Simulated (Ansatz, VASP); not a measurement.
One calculation of Li4Ru, two programs

```
Li Ru
1.0
    -2.92698    2.92698    2.92698
     2.92698   -2.92698    2.92698
     2.92698    2.92698   -2.92698
Li Ru
4 1
Direct
  0.50000 0.50000 0.50000
  0.50000 0.00000 0.00000
  0.00000 0.00000 0.50000
  0.00000 0.50000 0.00000
  0.00000 0.00000 0.00000
```

Change from the starting cell: species swapped into the GeF4 type (I-43m, No. 217).

Alike in both runs: functional PBE; k mesh 10 × 10 × 10; occupations gaussian, width 0.1 eV; collinear spin.

Ansatz relaxed the structure, and its values are those at the end. VASP's run is a single point on that final structure, the one shown.

```csv
,VASP,Ansatz
version,VASP 6.6.1,Ansatz 0.2.0
potentials or method,"VASP PAW PBE potentials, release 64 (Li_sv, Ru_pv)","scalar-relativistic, plane waves, PAW"
plane-wave cutoff (eV),520,420
valence electrons in the cell,26,28
```

Ansatz gave:

* gap on the k mesh at the Fermi level (eV): none
* net moment per atom (μB): 0.16
* size of the moment on the site where the two differ most (μB): 0.75

Task: Estimate VASP's values.

Result: gap on the k mesh at the Fermi level (eV): none; net moment per atom (μB): 0.15; size of the moment on the site where the two differ most (μB): 0.83.

Site moments also hang on the region over which each program counts them. A gap of «none» marks a metal or a gap that the smearing closes. With one functional, cell and mesh, what is left measures potentials, basis and numerics. The two sets of potentials don't hold the same shells in valence.
